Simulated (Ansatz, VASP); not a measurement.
# Ta19W: VASP beside Ansatz

```
CELL_PARAMETERS angstrom
5.63387 0.00000 0.00000
-1.87796 5.31166 0.00000
0.00000 0.00000 21.20003
ATOMIC_POSITIONS crystal
Ta 0.99872 0.99872 0.28849
Ta 0.00100 0.49900 0.28861
Ta 0.49900 0.00100 0.28861
Ta 0.50128 0.50128 0.28849
Ta 0.25000 0.25000 0.39256
Ta 0.25000 0.75000 0.39249
Ta 0.75000 0.25000 0.39249
Ta 0.75000 0.75000 0.39247
Ta 0.50506 0.50506 0.50152
Ta 0.49778 0.00222 0.49982
Ta 0.00222 0.49778 0.49982
Ta 0.99494 0.99494 0.50152
Ta 0.75000 0.25000 0.60776
Ta 0.25000 0.75000 0.60776
Ta 0.25000 0.25000 0.60781
Ta 0.99224 0.99224 0.70977
Ta 0.00278 0.49722 0.71127
Ta 0.49722 0.00278 0.71127
Ta 0.50776 0.50776 0.70977
W 0.75000 0.75000 0.60769
```

The cell was built by a generator and needn't be a form met in nature.

Alike in both runs: functional LDA; k mesh 5 × 5 × 1; occupations methfessel-paxton of order 1, width 0.1 eV; no spin polarisation.

Ansatz relaxed the structure, and its values are those at the end. VASP's run is a single point on that final structure, the one shown.

|  | VASP | Ansatz |
| --- | --- | --- |
| version | VASP 6.6.1 | Ansatz 0.2.0 |
| potentials or method | VASP PAW LDA potentials, release 64 (Ta_pv, W_sv) | scalar-relativistic, plane waves, PAW |
| plane-wave cutoff (eV) | 520 | 420 |
| valence electrons in the cell | 223 | 261 |

```tsv
	VASP	Ansatz	Ansatz less VASP
gap on the k mesh at the Fermi level (eV)	none	none	-
rms of the force components (eV/Å)	0.014	0.013	-0.0010
```

A gap of «none» marks a metal or a gap that the smearing closes. The two sets of potentials don't hold the same shells in valence. Ansatz warned: «pseudo_functional_mismatch».

The runs have no spin-orbit coupling, so splittings on Ta, W are missing.
